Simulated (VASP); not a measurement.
VASP runs on Tl (space group P6_3/mmc) share one base input (PBE GGA, plane waves, VASP's PBE PAW potentials (set 64)) and change the settings named in each case.

KPOINTS:
```
kpoints
0
Gamma
 7 7 4
0 0 0
```

INCAR:
```
! general
SYSTEM =Tl
PREC   =Accurate
ENCUT  =300   ! plane-wave cut-off (eV)
LREAL  =.FALSE.   ! projection in real space or not
LASPH  =.TRUE.   ! aspherical one-centre terms

! electronic loop
EDIFF  =1E-6   ! SCF stop (eV)
NELM   =100
ALGO   =Normal
LMAXMIX=4   ! l cut-off of mixed one-centre charges

! smearing
ISMEAR =0   ! Gaussian
SIGMA  =0.1   ! width (eV)

! functional
GGA    =PE   ! PBE

! ions
ISIF   =2

! output
LWAVE  =.FALSE.
LCHARG =.FALSE.
```

### POSCAR
```
Tl
1
    1.7370930000    -3.0087330000     0.0000000000
    1.7370930000     3.0087330000     0.0000000000
    0.0000000000     0.0000000000     5.5426320000
Tl
2
Direct
  0.3333330000   0.6666670000   0.2500000000
  0.6666670000   0.3333330000   0.7500000000
```

POTCAR, in this order: Tl_d (PBE.64 set). Program: vasp_std.

| change | E(σ→0) (eV/atom) | pressure (GPa) | −TS (eV) |
|---|---|---|---|
| base run | -2.1756 | 2.17 | -0.0108 |
| GGA = PS | -2.5991 | -0.93 | -0.0108 |
| GGA_COMPAT = .FALSE., LNONCOLLINEAR = .TRUE., LSORBIT = .TRUE., MAGMOM = 0.0 0.0 0.0 0.0 0.0 0.0, program vasp_ncl | -2.4779 | 1.80 | -0.0109 |
| KPOINTS 5×5×3 Γ-centred mesh | -2.2010 | 2.13 | -0.0059 |
 Energies of different potentials or functionals have different zeros.  Unless said otherwise, spin-orbit coupling is left out, though it shifts the bands of the heavy elements here. At 300 eV the pressure can carry a Pulay error.

Left out are runs that ran out of time, are held back, or changed the cell or the kind of run, fixed moments of cells without a moment, rows past the twelfth, gaps on odd meshes, pressures of charged cells and columns that move by less than the noise.

The structure is a typed Tl crystal (P6_3/mmc). The cell was not relaxed at this level, its lattice was scaled by up to 2.5 %.
